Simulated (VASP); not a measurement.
GaNi3C:

```xyz
5
Lattice="3.7756 0.0000 0.0000 0.0000 3.7756 0.0000 0.0000 0.0000 3.7756" Properties=species:S:1:pos:R:3 pbc="T T T"
Ga    1.8878    1.8878    1.8878
Ni    0.0000    0.0000    1.8878
Ni    0.0000    1.8878    0.0000
Ni    1.8878    0.0000    0.0000
C     0.0000    0.0000    0.0000
```

The cell comes from a database or a generator and needn't be the stable form of this composition.

```yaml
Program: VASP 6.6.1
Task: single point
Functional: PBE
Potentials_or_basis: VASP PAW PBE potentials, release 64 (Ga_d, Ni, C)
Cutoff: 520 eV
k_mesh: 7 × 7 × 7
Occupations: fermi-dirac, width 0.05 eV
Spin: collinear spin, ferromagnetic start
Starting_moments: "[0.0, 1.0, 1.0, 1.0, 0.0] μB"
```

On this cell: pressure 1.5 GPa; largest force zero by symmetry; net moment 0.00 μB per cell; band gap on the k mesh none (metal or under the smearing width).

The same run follows on a disturbed copy (atoms moved at random, drawn with an rms of 0.05 Å):

```
Ga Ni C
1.0
     3.77559    0.00000    0.00000
     0.00000    3.77559    0.00000
     0.00000    0.00000    3.77559
Ga Ni C
1 3 1
Direct
  0.49877 0.50121 0.50781
  0.99042 0.98880 0.49827
  0.98723 0.48249 0.00623
  0.48901 0.00824 0.00147
  0.00267 0.98174 0.00275
```

Problem. What does the disturbed cell give?

Solution. The energy (extrapolated to zero smearing) moves by +7.3 meV/atom; pressure 1.8 GPa; largest force 0.735 eV/Å; net moment 0.00 μB per cell; band gap on the k mesh none (metal or under the smearing width).

Forces in eV/Å, atoms in the order of the input:
```
Ga  -0.080 -0.116 -0.061
Ni   0.029 -0.062  0.333
Ni   0.049  0.261 -0.044
Ni   0.701 -0.174 -0.019
C   -0.699  0.090 -0.209
```

Stress tensor (GPa, compression positive):
```
 2.28  0.36 -0.03
 0.36  1.75 -0.05
-0.03 -0.05  1.49
```
